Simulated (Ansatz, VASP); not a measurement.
# Na14Si12O31: VASP beside Ansatz

Aim: how closely do two programs agree when they are given the same cell, functional and k mesh? Of the first pair: The structure shown is frame 43 of Ansatz's trajectory.

Method: plane waves, with VASP 6.6.1 beside it; single point at PBE, in Ansatz 0.2.0.

## Step 1: Set-up

The cell holds 114 atoms: 24 Si, 28 Na and 62 O. Cell: a = 11.493 Å, b = 11.493 Å, c = 11.493 Å, α = 90.0°, β = 90.0°, γ = 90.0°. As first built, before any earlier steps moved the atoms (in the runner's words): 114 atoms (24 Si, 28 Na, 62 O) placed at random at 2.47 g/cm^3, melted at 4000 K for 10 ps at fixed volume with the Morse and Coulomb pair potential with partial charges (Pedone, Malavasi, Menziani, Cormack and Segre, J. Phys. Chem. B 110, 11780 (2006)). Quenched from 4000 K to 300 K at 10 K/ps and fixed volume, held 10 ps at zero pressure.

## Step 2: Ansatz: dynamics, PBE

Ansatz runs on its default PAW (the set named soft_2) files.

One frame of this run of dynamics is then solved in both programs, so the motion causes no difference.

Input file input.yaml:

```yaml
crystal:
  lattice:
    - [11.49277, 0.0, 0.0]
    - [0.0, 11.49277, 0.0]
    - [0.0, 0.0, 11.49277]
  atoms:
    - { symbol: Si, position: [0.69174, 0.01236, 0.13366] }
    - { symbol: Si, position: [0.64646, 0.19485, 0.67978] }
    - { symbol: Si, position: [0.93862, 0.59545, 0.18678] }
    - { symbol: Si, position: [0.06048, 0.15079, 0.60883] }
    - { symbol: Si, position: [0.57999, 0.86673, 0.30911] }
    - { symbol: Si, position: [0.31201, 0.53238, 0.41463] }
    - { symbol: Si, position: [0.12378, 0.17763, 0.33908] }
    - { symbol: Si, position: [0.50673, 0.3949, 0.27069] }
    - { symbol: Si, position: [0.02756, 0.3804, 0.74837] }
    - { symbol: Si, position: [0.31274, 0.24052, 0.15772] }
    - { symbol: Si, position: [0.82864, 0.01461, 0.62319] }
    - { symbol: Si, position: [0.40576, 0.17079, 0.75914] }
    - { symbol: Si, position: [0.94319, 0.32362, 0.19296] }
    - { symbol: Si, position: [0.35722, 0.72502, 0.23388] }
    - { symbol: Si, position: [0.53562, 0.85372, 0.95939] }
    - { symbol: Si, position: [0.81366, 0.80925, 0.42578] }
    - { symbol: Si, position: [0.27935, 0.98498, 0.60314] }
    - { symbol: Si, position: [0.72085, 0.66143, 0.64117] }
    - { symbol: Si, position: [0.79758, 0.40952, 0.61381] }
    - { symbol: Si, position: [0.92347, 0.78877, 0.74387] }
    - { symbol: Si, position: [0.86855, 0.27651, 0.93974] }
    - { symbol: Si, position: [0.31592, 0.0308, 0.99319] }
    - { symbol: Si, position: [0.73993, 0.28857, 0.36881] }
    - { symbol: Si, position: [0.39081, 0.62613, 0.97697] }
    - { symbol: Na, position: [0.62026, 0.6661, 0.11917] }
    - { symbol: Na, position: [0.18058, 0.8425, 0.80013] }
    - { symbol: Na, position: [0.56961, 0.88529, 0.63326] }
    - { symbol: Na, position: [0.01372, 0.43596, 0.42658] }
    - { symbol: Na, position: [0.61164, 0.06697, 0.4669] }
    - { symbol: Na, position: [0.04168, 0.86975, 0.20536] }
[... 78 atom lines left out ...]
    - { symbol: O, position: [0.29128, 0.67494, 0.8851] }
    - { symbol: O, position: [0.7698, 0.70243, 0.51262] }
    - { symbol: O, position: [0.38054, 0.07994, 0.65232] }
    - { symbol: O, position: [0.08979, 0.05704, 0.27969] }
    - { symbol: O, position: [0.53519, 0.87742, 0.44028] }
    - { symbol: O, position: [0.93923, 0.82716, 0.38024] }
kpoints:
  mp_grid: { grid: [1, 1, 1] }
hamiltonian:
  xc: pbe
scf:
  occupations: { method: fixed }
output:
  forces: true
  stress: true
md:
  timestep: 1.0
  n_steps: 129
  ensemble: nve
  temperature: 300
  initial_velocities: maxwell_boltzmann
  seed: 6322
```

The run is started by

```
$ ansatz run input.yaml --threads 4 --pin off --max-ram 8192MiB --backend cpu --events-out ev --progress --plain --runs-dir out
```

Numbers of over 12 decimals in the logs are rounded to 6 here.

Output:

```text
Warning: md: disabling space-group detection — thermal motion breaks the input geometry's symmetry, so no spatial operation reduces the k-mesh or symmetrises the density; time reversal is kept, so that k and −k are solved as one point where they differ and the mesh holds both, and exact exchange and, on two spinor components, a DFT+U term hold to it where the run has them: on two components no moment then forms, and  [...]
Warning: output.stress: scf.convergence.dr2_threshold = 1e-7 eV (the SCF's general default) is looser than the 1.08e-8 eV advised for a printed stress (1e-10 eV for each atom of the cell: 114, of which 108 are counted). What an SCF threshold leaves in a stress goes as its square root, and in the free energy as the threshold itself, and one threshold admits the most on a small cell: [figures from the program's tests c [...]
Engine: ansatz 0.2.0, aarch64-unknown-linux-gnu
Pseudopotentials: kind: paw
Pseudopotential: Si, paw, valence charge 4, recommended cutoff 420 eV (normal), Si.paw.azcp
Pseudopotential: Na, paw, valence charge 9, recommended cutoff 420 eV (normal), Na.paw.azcp
Pseudopotential: O, paw, valence charge 6, recommended cutoff 420 eV (normal), O.paw.azcp
Functional definition: PBE
  parameter kappa = 0.804
  parameter beta = 0.066725
  exchange = pbe_x(kappa = kappa, mu = beta*pi^2/3)
  correlation = pbe_c(beta = beta)
Crystal: 114 atoms, lattice volume = 1518.008 Å³
Basis set: ecut = 420 eV, 29423 PW (Γ), exchange–correlation on 160×160×160 points (8 copies of the dense FFT grid, shifted against one another)
Bands: 474, of which v1, the nominal top of the filled ones, is band 360 counted from 1 (359 counted from 0)
Symmetry: 1 space group operations
k-points: 1
Non-local potential: Si, projectors of the file, l = 0: 2, l = 1: 2, l = 2: 2
Non-local potential: Na, projectors of the file, l = 0: 3, l = 1: 2, l = 2: 1
Non-local potential: O, projectors of the file, l = 0: 2, l = 1: 2, l = 2: 1
PAW form: soft (Blöchl's): semilocal exchange-correlation on the pseudo side does not see the compensation charge
PAW one-centre angular grid: Si, 110 points (default); XC on 64 Gauss nodes
PAW one-centre angular grid: Na, 110 points (default); XC on 64 Gauss nodes
PAW one-centre angular grid: O, 110 points (default); XC on 64 Gauss nodes
Initial density: superposition of atomic densities (neutral atoms: chi_scale 0, normalization atom), corrected by the library's trained network
Initial wavefunctions: pseudopotential atomic-orbital guess
Functional: x = pbe(κ = 0.804, μ = 0.219515), c = pbe(β = 0.066725)
SCF iter   1: F=—  HF=-92165.241792 eV  |F-HF|=—  |Δ(HF+E_count)|=         —  Δρ=2.20e-3  dr2=1.31e-1  ethr=1.77e-3  ⟨swp⟩=5.0  Hψ=1412  notcnv=0  defer=112
preconditioner: auto → Resta (q_TF=auto, 2.409 Å⁻¹)  ε∞=2.6  [insulator: Δε(μ)=2.662 eV  Ē_g=19.408 eV  n_scr=364 (ndim 8)  ℏωp=24.6 eV  f_vac=0.146  ε∞_Penn≈2.6]
SCF iter   2: F=—  HF=-92165.209396 eV  |F-HF|=—  |Δ(HF+E_count)|=   3.24e-2  Δρ=1.28e-3  dr2=3.44e-2  ethr=1.82e-5  ⟨swp⟩=2.0  Hψ=750  notcnv=0  defer=112
SCF iter   3: F=—  HF=-92165.208550 eV  |F-HF|=—  |Δ(HF+E_count)|=   8.46e-4  Δρ=5.92e-4  dr2=9.90e-3  ethr=4.78e-6  ⟨swp⟩=2.0  Hψ=570  notcnv=0  defer=110
automatic band count: iteration 3 solves 472 bands in place of 474: the levels show a gap, and the empty bands left out lie too high to hold charge; the band table lists the bands solved (type scf.n_extra_bands for more)
SCF iter   4: F=—  HF=-92165.207948 eV  |F-HF|=—  |Δ(HF+E_count)|=   6.02e-4  Δρ=2.06e-4  dr2=7.94e-4  ethr=1.37e-6  ⟨swp⟩=2.0  Hψ=703  notcnv=0  defer=110
SCF iter   5: F=—  HF=-92165.208149 eV  |F-HF|=—  |Δ(HF+E_count)|=   2.00e-4  Δρ=1.43e-4  dr2=2.61e-4  ethr=1.10e-7  ⟨swp⟩=2.0  Hψ=703  notcnv=0  defer=110
SCF iter   6: F=—  HF=-92165.208131 eV  |F-HF|=—  |Δ(HF+E_count)|=   1.75e-5  Δρ=4.08e-5  dr2=2.50e-5  ethr=3.63e-8  ⟨swp⟩=2.0  Hψ=605  notcnv=0  defer=107
[...]
automatic band count: iteration 1 solves 472 bands in place of 474: the levels show a gap, and the empty bands left out lie too high to hold charge; the band table lists the bands solved (type scf.n_extra_bands for more)
preconditioner: auto → Resta (q_TF=auto, 2.409 Å⁻¹)  ε∞=2.7  [insulator: Δε(μ)=2.837 eV  Ē_g=19.006 eV  n_scr=364 (ndim 8)  ℏωp=24.6 eV  f_vac=0.144  ε∞_Penn≈2.7]
SCF iter   2: F=—  HF=-92168.626441 eV  |F-HF|=—  |Δ(HF+E_count)|=   1.15e-2  Δρ=8.42e-4  dr2=8.55e-3  ethr=5.43e-6  ⟨swp⟩=3.0  Hψ=576  notcnv=0  defer=110
SCF iter   3: F=—  HF=-92168.624275 eV  |F-HF|=—  |Δ(HF+E_count)|=   2.17e-3  Δρ=4.27e-4  dr2=2.15e-3  ethr=1.19e-6  ⟨swp⟩=3.0  Hψ=629  notcnv=0  defer=110
SCF iter   4: F=—  HF=-92168.623803 eV  |F-HF|=—  |Δ(HF+E_count)|=   4.72e-4  Δρ=8.53e-5  dr2=1.20e-4  ethr=2.99e-7  ⟨swp⟩=2.0  Hψ=578  notcnv=0  defer=110
SCF iter   5: F=—  HF=-92168.623745 eV  |F-HF|=—  |Δ(HF+E_count)|=   5.86e-5  Δρ=5.64e-5  dr2=3.98e-5  ethr=1.66e-8  ⟨swp⟩=2.0  Hψ=698  notcnv=0  defer=105
SCF iter   6: F=—  HF=-92168.623997 eV  |F-HF|=—  |Δ(HF+E_count)|=   2.52e-4  Δρ=1.45e-5  dr2=2.43e-6  ethr=5.53e-9  ⟨swp⟩=2.0  Hψ=829  notcnv=0  defer=105
SCF iter   7: F=—  HF=-92168.623999 eV  |F-HF|=—  |Δ(HF+E_count)|=   1.68e-6  Δρ=9.08e-6  dr2=1.00e-6  ethr=3.38e-10  ⟨swp⟩=2.0  Hψ=626  notcnv=0  defer=105
SCF iter   8: F=-92168.623999 eV  HF=-92168.623999 eV  |F-HF|=1.72e-8  |Δ(HF+E_count)|=   8.87e-8  Δρ=1.79e-6  dr2=4.16e-8  ethr=1.39e-11  ⟨swp⟩=3.0  Hψ=1688  notcnv=0
SCF 130 converged in 8 iterations: F = -92168.623999 eV  dr2 = 4.16e-8
md step   129: t =   129.00 fs  T =   532.8 K  F+E_penalty+E_count = -92168.62399863 eV  E_kin = 7.782858 eV  conserved = -92160.84114088 eV  P_inst = 3.4311 GPa  (8 SCF iters)
SCF converged after 8 iterations
Free energy (F): -92168.623999 eV
Harris-Foulkes:  -92168.623999 eV  (|F-HF|=1.72e-8)
Internal energy: -92168.623999 eV  (E = F + TS)
E sigma→0 (E₀):  -92168.623999 eV
Fermi energy:    4.098280 eV
--- Per-component energies (eV) ---
  E_band       = -7285.975182
  E_kinetic    = 15517.652435
  E_local      = -64171.880396  (includes V_loc(G=0)·N_el)
  E_nonlocal   = 6785.369418
  E_hartree    = 23239.922967
  E_xc         = -7069.955367
  E_vxc        = -8466.645116  (∫ρ·V_xc dr)
  E_paw        = -29514.298699  (= ΣΔE_a)
  E_vpaw       = -3430.472754  (= ΣTr[D̂ρ^β])
  E_aug_tail   = 0.155092  (compensation charges beyond the density's cutoff)
  E_ewald      = -36955.589448
  E_smearing   = -0.000000  (= −TS)
  E_closure    = 0.000000  (closes the sum)
  Σ components = -92168.623999   (vs F -92168.623999, Δ=0.00e0)
--- Forces (eV/Å), atoms counted from 1 ---
  atom   1  Si     1.36160998    -0.97043315     0.61723654
  atom   2  Si    -1.71373833    -1.30904667    -0.03299321
  atom   3  Si    -0.65606919    -0.30440519     0.65302096
  atom   4  Si     0.10551835    -0.21025678    -2.38687159
  atom   5  Si     0.91225011     2.72408676    -0.71362535
  atom   6  Si    -4.46151001     1.04856970     2.64651232
  atom   7  Si     4.49079325    -0.16014334     1.15947699
  atom   8  Si     1.38084741    -0.25651102    -2.29416426
  atom   9  Si    -1.79441175    -2.37357248    -0.43667889
  atom  10  Si    -0.40047916    -1.70751582     0.33491969
  atom  11  Si    -0.94244805     1.80448614    -0.77393446
  atom  12  Si     0.62541648    -1.36743610    -0.50362544
  atom  13  Si    -2.86402961     0.09273279    -1.02844911
  atom  14  Si     0.95418431     0.37744960    -2.29764463
  atom  15  Si     0.71691653    -1.43554242     1.60345317
  atom  16  Si    -0.62153515    -1.37690047    -0.44497329
  atom  17  Si    -0.49153975     0.02152227    -0.52619266
  atom  18  Si     3.82309830    -0.07635767     1.94185184
  atom  19  Si     0.06726182    -0.87618803    -0.19771835
  atom  20  Si     1.10379311    -1.40588686    -0.53771432
  atom  21  Si     0.16738585    -1.10813117    -0.91497890
  atom  22  Si    -0.52821053    -0.03571011    -0.41464406
  atom  23  Si    -1.36374773    -1.50097647     2.16563774
  atom  24  Si     2.87409514    -1.35392922    -0.75062376
[...]
atom 107  O     -0.05116531     1.01085079    -1.57214794
  atom 108  O      0.22738004    -0.26898456    -0.86845628
  atom 109  O     -1.38591412     0.28778161     0.56531533
  atom 110  O     -0.24849826    -0.75394952    -0.02566585
  atom 111  O     -0.12975008     0.35215117     1.04100195
  atom 112  O     -0.96699730    -0.08748627    -0.59088624
  atom 113  O      0.08037818    -1.02631512     1.19886797
  atom 114  O      1.11733658     0.63229481    -1.47539855
  max |Σ_I F_I| component: 9.67e-5 eV/Å
--- Stress (GPa, compression-positive) ---
        1.333966      -1.042698       0.254445
       -1.042699       4.243224      -1.511270
        0.254447      -1.511270       3.058745
  P = ⅓ Tr σ = 2.8786 GPa (28.786 kbar)
--- MD trajectory: 129 steps, t = 0.0 → 129.0 fs ---
  final state: T = 532.8 K   F+E_penalty+E_count = -92168.62399863 eV   E_kin = 7.782858 eV
  conserved energy: peak-to-peak 2.109e-2 eV (1.850e-4 eV/atom) over 129.0 fs
```

## Step 3: VASP: single point, PBE, pair 1

The same cell, functional and mesh now go to VASP, with its own data sets.

Lines of VASP's logs that name or quote its potential files are left out, and so is its time.

Input file INCAR:

```
SYSTEM = Na14Si12O31
PREC = Accurate
ENCUT = 520
EDIFF = 1E-06
NELM = 120
ISMEAR = 0
SIGMA = 0.01
LREAL = Auto
ALGO = Normal
GGA = PE
NBANDS = 416
LORBIT = 11
LWAVE = .FALSE.
LCHARG = .FALSE.
ISIF = 2
LASPH = .TRUE.
GGA_COMPAT = .FALSE.
EFERMI = MIDGAP
NCORE = 4
```

Input file POSCAR:

```
Na14Si12O31
1.0
   11.4927700000      0.0000000000      0.0000000000
    0.0000000000     11.4927700000      0.0000000000
    0.0000000000      0.0000000000     11.4927700000
Si Na O
24 28 62
Direct
    0.6953415060      0.9966935734      0.1281675349
    0.6331371810      0.2010133327      0.6644873255
    0.9303327222      0.5976888078      0.1878311321
    0.0748035504      0.1609359623      0.5999510997
    0.5790423022      0.8551898280      0.3194269093
    0.3026772484      0.5267311536      0.4329678572
    0.1250525330      0.1802611555      0.3283107554
    0.5097030568      0.3968407964      0.2727714902
    0.0292531740      0.3910284466      0.7510634947
    0.3146325908      0.2373231171      0.1623107397
    0.8312617411      0.0108502998      0.6242185304
    0.4102144218      0.1749534707      0.7629144236
    0.9357796249      0.3297290383      0.1756669628
    0.3527435074      0.7273355336      0.2283522597
    0.5347187841      0.8614633374      0.9496144098
    0.8100919100      0.8073162519      0.4131379989
    0.2811419701      0.9817563564      0.6021785871
    0.7103074368      0.6571870837      0.6291085613
    0.8021912907      0.4040018203      0.6044321778
    0.9209181076      0.7728250022      0.7573457052
    0.8535627181      0.2783489098      0.9249989341
    0.3221851651      0.0344390430      0.9931374247
    0.7391777613      0.2867454930      0.3653340317
    0.3899321051      0.6237660721      0.9728029013
    0.6137075744      0.6698385159      0.1175434643
    0.1694804647      0.8475502425      0.8074554698
    0.5949131497      0.8943013738      0.6356518054
    0.0030714963      0.4092398960      0.4250672379
    0.6111581455      0.0643273989      0.4404160181
    0.0153313779      0.8486117794      0.2066429590
[... 78 atom lines left out ...]
    0.2763389505      0.6647309569      0.8933094459
    0.7837362098      0.6970556271      0.5073450526
    0.3738698329      0.0808595317      0.6594928812
    0.0952511884      0.0466554190      0.2856578527
    0.5277839894      0.8823460315      0.4421736448
    0.9455944911      0.8291647705      0.3790731042
```

Input file KPOINTS:

```
Automatic mesh
0
Gamma
1 1 1
0 0 0
```

Potentials, in the order of the species: Si, Na_pv and O (PBE family, release 64).

The run is started by

```
$ mpirun -np 16 vasp_gam
```

Output:

```text
[banner, memory and clock lines left out]
running   16 mpi-ranks, on    1 nodes
[...]
LDA part: xc-table for (Slater+PW92), standard interpolation
 POSCAR, INCAR and KPOINTS ok, starting setup
[...]
entering main loop
       N       E                     dE             d eps       ncg     rms          rms(c)
DAV:   1     0.109323193825E+05    0.10932E+05   -0.33618E+05   832   0.193E+03
DAV:   2     0.125791075978E+04   -0.96744E+04   -0.92075E+04   896   0.548E+02
DAV:   3    -0.673113964157E+03   -0.19310E+04   -0.18480E+04   888   0.244E+02
DAV:   4    -0.845537764720E+03   -0.17242E+03   -0.16970E+03  1040   0.759E+01
[...]
DAV:  18    -0.738604429584E+03    0.33361E-05   -0.31522E-05   944   0.135E-02    0.107E-02
DAV:  19    -0.738604427465E+03    0.21194E-05   -0.81750E-06   896   0.121E-02    0.379E-03
DAV:  20    -0.738604427596E+03   -0.13089E-06   -0.54127E-06   912   0.808E-03
   1 F= -.73860443E+03 E0= -.73860443E+03  d E =0.000000E+00
```

Parts of OUTCAR (step 3):

```text
  Total      -25.3834311    -10.0632878      0.6675010     -1.3433479      0.9458823      0.2973860
  in kB      -26.7908666    -10.6212670      0.7045119     -1.4178325      0.9983286      0.3138752
[...]
0.94680      3.02690      8.04480        -0.330702     -0.651523      0.130688
      6.91580     11.25160      2.85810         0.646731     -0.519638     -0.646352
      3.90640      1.24880      1.26090         0.369930      0.006543      1.794614
      3.83360      6.37750      6.46050         0.041314      0.881510      1.665994
     10.00680      1.72830     10.03710        -0.015088      0.314697     -0.442853
      0.43100      7.68920      1.54180         0.886527      1.388191     -0.542725
      6.37800      2.71490      6.40700         0.164703     -0.427025      0.100797
      5.10010      3.39700      2.15990         0.084974      0.805299      0.351503
      8.18860      5.88180      7.37850         0.520914     -0.015029     -0.097553
      0.33020      3.15560      3.16590        -0.363546     -0.351500     -0.473689
      4.93310      5.69120     10.79370         0.807322     -0.278013     -0.568186
     10.59560      2.90910      0.72410        -0.438600     -0.073754     -1.712824
      2.14790     11.36380     11.17740         0.659937      0.569700     -0.140345
[...]
-----------------------------------------------------------------------------------
    total drift:                               -0.031489      0.010892     -0.003875

  FREE ENERGIE OF THE ION-ELECTRON SYSTEM (eV)
  ---------------------------------------------------
  free  energy   TOTEN  =      -738.6044275960 eV

  energy  without entropy=     -738.6044275960  energy(sigma->0) =     -738.60442760

[... 2 further parts left out ...]
[key lines of the parts left out:]
E-fermi :   3.4717
```

The run ends at a pressure of -1.22 GPa, with forces up to 5.2 eV/Å.

## Step 4: Differences

Known differences besides the potentials themselves: fixed occupations in Ansatz, narrow Gaussian smearing in VASP; the data sets hold 720 valence electrons in Ansatz (on its default PAW (the set named soft_2) files) and 664 in VASP; the cutoff is 420 eV in Ansatz and 520 eV in VASP (PREC = Accurate, projectors in real space). Total energies have different zeros and are not compared.

Forces on 9 of the 114 atoms, those with the largest forces and the largest differences (eV/Å; atoms numbered as in POSCAR):

```csv
atom,"Ansatz x, y, z","VASP x, y, z"
Si1,"-4.661, 2.153, -0.970","-4.711, 2.098, -0.941"
Si2,"2.325, 1.032, -1.089","2.416, 0.991, -1.053"
Si6,"0.554, -0.850, -3.606","0.617, -0.824, -3.653"
Si11,"1.263, -1.005, -2.486","1.263, -0.980, -2.511"
Si16,"1.886, 1.251, 3.498","1.880, 1.235, 3.535"
Si22,"-1.922, -1.692, -1.340","-1.907, -1.695, -1.314"
O87,"4.451, -1.185, 1.010","4.537, -1.204, 1.031"
O99,"-0.439, 0.760, -1.062","-0.400, 0.668, -1.020"
O113,"-0.305, -0.071, 0.470","-0.344, -0.056, 0.573"
```

The forces differ by 33 meV/Å r.m.s., which is 3.5 % of the r.m.s. force of 0.939 eV/Å (both taken over all components).

## Step 5: Ansatz: dynamics, PBE

One frame of this run of dynamics is then solved in both programs, so the motion causes no difference.

The structure compared here is frame 86 of Ansatz's trajectory.

input.yaml is that of step 2.

The run is started by

```
$ ansatz run input.yaml --threads 4 --pin off --max-ram 8192MiB --backend cpu --events-out ev --progress --plain --runs-dir out
```

Output:

```text
[...]
Crystal: 114 atoms, lattice volume = 1518.008 Å³
Basis set: ecut = 420 eV, 29423 PW (Γ), exchange–correlation on 160×160×160 points (8 copies of the dense FFT grid, shifted against one another)
Bands: 474, of which v1, the nominal top of the filled ones, is band 360 counted from 1 (359 counted from 0)
Symmetry: 1 space group operations
k-points: 1
[...]
atom 114  O      1.11733658     0.63229481    -1.47539855
  max |Σ_I F_I| component: 9.67e-5 eV/Å
--- Stress (GPa, compression-positive) ---
        1.333966      -1.042698       0.254445
       -1.042699       4.243224      -1.511270
        0.254447      -1.511270       3.058745
  P = ⅓ Tr σ = 2.8786 GPa (28.786 kbar)
--- MD trajectory: 129 steps, t = 0.0 → 129.0 fs ---
[...]
conserved energy: peak-to-peak 2.109e-2 eV (1.850e-4 eV/atom) over 129.0 fs
[key lines of the parts left out:]
SCF converged after 8 iterations
Free energy (F): -92168.623999 eV
Fermi energy:    4.098280 eV
```

(Part 1 of 2 ends here.)

[Lines on the potential files, build, host, timing and source positions are cut from VASP's logs without a mark.]

[Logs are printed without paths, hosts, clocks, repeated set-up lines and the standing remarks that a program may print on its own settings, such as how far it seeks lower states.]

[Hosts, paths, dates, database ids (printed as entryN), source tags and the programs' standing remarks are cut or masked in the printed files.]
